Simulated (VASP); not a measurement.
Computed with PBE GGA with D3 dispersion (Becke-Johnson damping), VASP's PBE PAW potentials (set 64) (plane waves; VASP).

VASP ran on this input.

**INCAR**
```
# general
SYSTEM  = Cs
PREC    = Accurate
ENCUT   = 520
LREAL   = .False.
LASPH   = .True.

# electronic loop
EDIFF   = 1E-6
NELM    = 100
ALGO    = Normal
LMAXMIX = 4

# smearing
ISMEAR  = 1
SIGMA   = 0.1

# functional
GGA     = PE
IVDW    = 12

# ions
IBRION  = 2
NSW     = 60
ISIF    = 3
EDIFFG  = -0.01

# output
LWAVE   = .False.
LCHARG  = .False.
```

### POSCAR
```
Cs
1
   -3.0500000000     3.0500000000     3.0500000000
    3.0500000000    -3.0500000000     3.0500000000
    3.0500000000     3.0500000000    -3.0500000000
Cs
1
Direct
  0.0000000000   0.0000000000   0.0000000000
```

KPOINTS:
```
Automatic mesh
0
Gamma
8 8 8
0 0 0
```

POTCAR, in this order: Cs_sv (PBE.64 set). Program: vasp_std.

Task: What will the output report for the number of irreducible k-points (NKPTS), largest plane-wave count, number of space-group operations, FFT grid (NGX, NGY, NGZ)?

Result: 
The number of irreducible k-points (NKPTS) is 29 and the largest plane-wave count is 3080. The number of space-group operations is 48 and the FFT grid (NGX, NGY, NGZ) is 40 × 40 × 40.

The compound is Cs in the bcc structure. This run relaxes it. Symmetry was kept, so distortions that lower it aren't found.
